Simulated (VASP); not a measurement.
Input for VASP

File KPOINTS:
```
Automatic mesh
0
Gamma
7 7 4
0 0 0
```

INCAR:
```
SYSTEM = Zr
PREC = Accurate
ENCUT = 400
EDIFF = 1E-6
NELM = 100
ALGO = Normal
LREAL = .FALSE.
LASPH = .TRUE.
ISMEAR = 1
SIGMA = 0.1
GGA = PE
LMAXMIX = 4
LWAVE = .FALSE.
LCHARG = .FALSE.
ISIF = 2
```

### POSCAR
```
Zr
1
    1.6520830000    -2.7927280000     0.0000000000
    1.6520830000     2.7927280000     0.0000000000
    0.0000000000     0.0000000000     5.0252640000
Zr
2
Direct
  0.3333330000   0.6666670000   0.2500000000
  0.6756180000   0.3422840000   0.7500000000
```

POTCAR, in this order: Zr_sv (PBE.64 set). Program: vasp_std.

### Question
Write an equivalent input for Quantum ESPRESSO's pw.x.

### Answer
One equivalent input (not run):
```
&CONTROL
  calculation = 'scf'
  pseudo_dir = './pseudo'
  outdir = './out'
  tprnfor = .true.
  tstress = .true.
/
&SYSTEM
  ibrav = 0
  nat = 2
  ntyp = 1
  ecutwfc = 66
  occupations = 'smearing'
  smearing = 'methfessel-paxton'
  degauss = 0.00735
  input_dft = 'pbe'
/
&ELECTRONS
  conv_thr = 7.3e-08
  electron_maxstep = 100
/
ATOMIC_SPECIES
  Zr 91.224 Zr.upf
CELL_PARAMETERS angstrom
     1.6520830   -2.7927280    0.0000000
     1.6520830    2.7927280    0.0000000
     0.0000000    0.0000000    5.0252640
ATOMIC_POSITIONS crystal
  Zr   0.3333330  0.6666670  0.2500000
  Zr   0.6756180  0.3422840  0.7500000
K_POINTS automatic
  7 7 4 0 0 0
```
The two are equivalent in intent, not identical: the potentials are each code's own (VASP's PAW set, PseudoDojo norm-conserving files in pw.x), so ENCUT and ecutwfc are chosen apart and not converted; conv_thr bounds pw.x's estimated SCF error, while EDIFF bounds the energy change between steps.

The compound is Zr in the hcp structure. The cell was not relaxed at this level, atoms are displaced from their ideal sites. The k-mesh is coarse (spacing up to 0.32 per Å, 2π included), so the numbers may not be converged in it. The run is one of a series of settings (KPOINTS 7×7×4 Γ-centred mesh against the base run), some of them coarse on purpose.
